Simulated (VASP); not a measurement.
```yaml
crystal:
  lattice:
    - [4.04000, 0.00000, 0.00000]
    - [0.00000, 4.04000, 0.00000]
    - [0.00000, 0.00000, 4.04000]
  atoms:
    - { symbol: Tm, position: [0.00000, 0.00000, 0.00000], spin: 2.0 }
    - { symbol: Pt, position: [0.00000, 0.50000, 0.50000] }
    - { symbol: Pt, position: [0.50000, 0.00000, 0.50000] }
    - { symbol: Pt, position: [0.50000, 0.50000, 0.00000] }
```

Computed with PBEsol GGA, VASP's PBE PAW potentials (set 64) (plane waves; VASP). Settings: 300 eV cut-off, 6×6×6 Γ-centred mesh, Fermi-Dirac smearing of 0.050 eV, potentials Tm Pt.

Problem. Give the spin-up energies of bands 17 to 30 at the high-symmetry points, in eV from the Fermi level.

Solution. 
| band | Γ | X | M | R |
|---|---|---|---|---|
| 17 | -1.97 | -2.30 | -2.42 | -1.94 |
| 18 | -1.47 | -2.30 | -2.42 | -1.94 |
| 19 | -1.42 | -2.17 | -2.30 | -1.94 |
| 20 | -1.42 | -1.41 | -1.70 | -1.63 |
| 21 | -1.42 | -1.41 | -1.70 | -1.43 |
| 22 | -0.95 | -1.40 | -1.49 | -1.43 |
| 23 | -0.95 | -1.37 | -1.36 | -1.43 |
| 24 | -0.02 | -1.32 | -1.34 | -0.06 |
| 25 | 0.44 | -1.32 | -1.27 | 0.04 |
| 26 | 0.44 | -1.18 | -1.27 | 0.04 |
| 27 | 0.44 | -0.67 | -1.04 | 0.04 |
| 28 | 3.06 | 0.45 | -0.90 | 1.47 |
| 29 | 3.06 | 2.83 | 1.96 | 1.47 |
| 30 | 3.06 | 2.83 | 1.96 | 1.47 |

Problem. Give the spin-down energies of bands 17 to 30 at the high-symmetry points, in eV from the Fermi level.

Solution. 
```tsv
band	Γ	X	M	R
17	-0.67	-1.99	-2.16	-0.99
18	-0.49	-1.84	-2.16	-0.49
19	-0.49	-1.84	-1.79	-0.49
20	-0.49	-0.75	-1.42	-0.49
21	-0.12	-0.59	-0.84	-0.08
22	-0.12	-0.38	-0.57	-0.08
23	-0.12	-0.38	-0.39	-0.08
24	0.04	-0.29	-0.36	0.10
25	0.52	0.06	-0.36	0.10
26	0.52	0.06	-0.01	0.10
27	0.52	0.18	-0.01	0.14
28	3.14	0.52	0.27	1.55
29	3.14	2.93	2.04	1.55
30	3.14	2.93	2.04	1.55
```

It has no gap at this level: it comes out as a metal or semimetal.

The structure comes from a measured TmPt3 entry of the Crystallography Open Database, whose conditions weren't checked. The cell was not relaxed at this level.
